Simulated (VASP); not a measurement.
Data:

```
AsB
1.0
    0.00000     2.41366     2.41366
    2.41366     0.00000     2.41366
    2.41366     2.41366     0.00000
B As
1 1
Direct
  0.00000   0.00000   0.00000
  0.25000   0.25000   0.25000
```

Computed with r2SCAN+rVV10, VASP's PBE PAW potentials (set 64) (plane waves; VASP 6.6.1). Run with 520 eV cut-off, 10×10×10 Γ-centred mesh, Gaussian smearing of 0.050 eV, potentials B As.

### Question
Estimate the energy per atom (σ→0), pressure.

### Answer

- energy per atom (σ→0) = -11.064 eV/atom
- pressure = -4.05 GPa

Only differences to runs with the same potentials and settings are physical.

The compound is BAs in the zinc blende structure. This cell is one point of a volume scan, at 1.03 of the reference volume.
